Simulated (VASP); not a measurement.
Here is a VASP 6.6.1 calculation.

The input INCAR:

```
PREC = Accurate
ENCUT = 520
EDIFF = 1E-6
ISMEAR = -1
SIGMA = 0.05
LREAL = Auto
LASPH = True
NELM = 100
ALGO = Fast
ISIF = 2
LWAVE = False
LCHARG = True
GGA = PE
IVDW = 12
LELF = True
LVHAR = True
NBANDS = 50
```

Contents of KPOINTS:

```
Automatic mesh
0
Gamma
  4 4 1
```

POSCAR

```
NaBe27
1.0
    6.8700000000      0.0000000000      0.0000000000
    3.4350000000      5.9495950000      0.0000000000
    0.0000000000      0.0000000000     15.5884300000
Be Na
27 1
Direct
    0.0000000000      0.0000000000      0.0641500780
    0.3333333333      0.0000000000      0.0641500780
    0.6666666667      0.0000000000      0.0641500780
    0.0000000280      0.3333332773      0.0641500780
    0.3333333613      0.3333332773      0.0641500780
    0.6666666947      0.3333332773      0.0641500780
   -0.0000000280      0.6666667227      0.0641500780
    0.3333333053      0.6666667227      0.0641500780
    0.6666666387      0.6666667227      0.0641500780
   -0.1106962914      0.2226042277      0.1804975228
    0.2224288954      0.2219098947      0.1819958136
    0.5547102979      0.2227709617      0.1803980260
   -0.1114365865      0.5557637116      0.1819981871
    0.2223355272      0.5556584944      0.1819807383
    0.5549860753      0.5566889847      0.1809358608
   -0.1105479999      0.8880476738      0.1804091239
    0.2233255304      0.8883352564      0.1809499096
    0.5548706966      0.8882053316      0.1808274470
    0.0022435672     -0.0010588956      0.2944205414
    0.3336870377     -0.0005702909      0.2993206500
    0.6654142102     -0.0012747086      0.2937609496
   -0.0004270993      0.3329016513      0.2993840945
    0.3342330111      0.3329028278      0.2993011484
    0.6656010045      0.3356122560      0.2943440744
   -0.0004275913      0.6675649351      0.2993131444
    0.3335959453      0.6669126218      0.2993710079
    0.6660871564      0.6670166625      0.2993141708
    0.7712174115      0.1066810430      0.4471017287
```

Potentials or basis: VASP PAW PBE potentials, release 64 (Be, Na_pv).

Command:

```console
$ cat potpaw_PBE.64/Be/POTCAR potpaw_PBE.64/Na_pv/POTCAR > POTCAR
$ mpirun -np 1 vasp_std > vasp.out
```

**Question.** Estimate the largest force.

**Answer.** 0.031 eV/Å.

**Question.** What does it give for the band gap on the k mesh?

**Answer.** None (metal or under the smearing width).

**Question.** Predict the dispersion energy per atom.

**Answer.** -0.222 eV.

Forces in eV/Å, atoms in the order of the input:
```
Be   0.005 -0.001 -0.028
Be  -0.003  0.019  0.021
Be  -0.003 -0.002 -0.031
Be   0.026  0.015  0.004
Be  -0.026  0.015  0.003
Be   0.001  0.005 -0.028
Be   0.000 -0.030  0.003
Be  -0.016 -0.009  0.021
Be   0.015 -0.012  0.021
Be  -0.010 -0.006  0.002
Be   0.001 -0.001  0.001
Be   0.008 -0.004  0.002
Be  -0.001  0.002  0.001
Be   0.000  0.000  0.002
Be   0.002 -0.008 -0.008
Be   0.001  0.009  0.002
Be  -0.007  0.006 -0.007
Be   0.006  0.003 -0.008
Be   0.005 -0.002 -0.007
Be  -0.001  0.002  0.005
Be  -0.007 -0.004 -0.009
Be   0.004  0.002  0.001
Be  -0.003  0.002  0.001
Be   0.000  0.005 -0.007
Be   0.000 -0.003  0.001
Be  -0.001 -0.001  0.005
Be   0.001 -0.001  0.005
Na   0.001  0.000  0.030
```
